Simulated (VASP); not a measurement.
The system is InAs.

```
In As
1.0
     0.00000    3.01800    3.01800
     3.01800    0.00000    3.01800
     3.01800    3.01800    0.00000
In As
1 1
Direct
  0.00000 0.00000 0.00000
  0.25000 0.25000 0.25000
```

```yaml
Program: VASP 6.6.1
Task: relaxation of cell and atoms
Functional: PBE
Dispersion: D3(BJ)
Potentials_or_basis: VASP PAW PBE potentials, release 64 (In_d, As)
Cutoff: 520 eV
k_mesh: 10 × 10 × 10
Occupations: gaussian, width 0.02 eV
Spin: no spin polarisation
```

At the start: pressure 2.3 GPa; volume 27.49 Å³/atom.

Question: How do energy, volume and symmetry change on relaxing?

Answer: Over 3 steps the energy falls by 7.2 meV/atom and the volume is 28.56 Å³/atom (+3.9 %); space group F-43m (No. 216, to 0.05 Å).

The path:
```tsv
step	energy change (eV)	largest force (eV/Å)	pressure (GPa)	volume (Å³)
1	0.0000	0.0000	2.26	54.98
2	-0.0116	0.0000	-0.90	58.11
3	-0.0145	0.0000	0.01	57.11
```

Final structure:
```
In As
1.0
     0.00000    3.05655    3.05655
     3.05655    0.00000    3.05655
     3.05655    3.05655    0.00000
In As
1 1
Cartesian
  0.0000 0.0000 0.0000
  1.5283 1.5283 1.5283
```

Caveat: pairwise dispersion overbinds metals, which lowers pressure and volume.
